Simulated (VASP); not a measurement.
## TlBiSe2 (space group R-3m): computed properties

The numbers are results of PBEsol GGA, VASP's PBE PAW potentials (set 64) (plane waves; VASP), not measurements.

```json
{
 "space_group": "R-3m (166)",
 "cell": "a = 4.239 Å, b = 4.239 Å, c = 22.144 Å, α = 90.00°, β = 90.00°, γ = 120.00°",
 "volume_per_atom": "28.72 Å³/atom",
 "band gap (over mesh and band path)": "0.09 eV",
 "smallest direct gap (over mesh and band path)": "0.09 eV",
 "band_edge_character": "direct, Γ to Γ",
 "density": "8.26 g/cm³"
}
```

```cif
data_BiSe2Tl
_chemical_formula_sum 'Tl1 Bi1 Se2'
_space_group_name_H-M_alt 'P 1'
_space_group_IT_number 1
_cell_length_a 7.77647
_cell_length_b 7.77647
_cell_length_c 7.77647
_cell_angle_alpha 31.636
_cell_angle_beta 31.636
_cell_angle_gamma 31.636
loop_
_space_group_symop_operation_xyz
  'x, y, z'
loop_
_atom_site_label
_atom_site_type_symbol
_atom_site_fract_x
_atom_site_fract_y
_atom_site_fract_z
_atom_site_occupancy
Tl1 Tl 0.50000 0.50000 0.50000 1
Bi1 Bi 0.00000 0.00000 0.00000 1
Se1 Se 0.74111 0.74111 0.74111 1
Se2 Se 0.25889 0.25889 0.25889 1
```

Unless said otherwise, spin-orbit coupling is left out, though it shifts the bands of the heavy elements here.

The structure comes from a computed database's TlBiSe2 entry (R-3m); how it stands against other phases isn't given here. It was relaxed first. Symmetry was kept, so distortions that lower it aren't found.
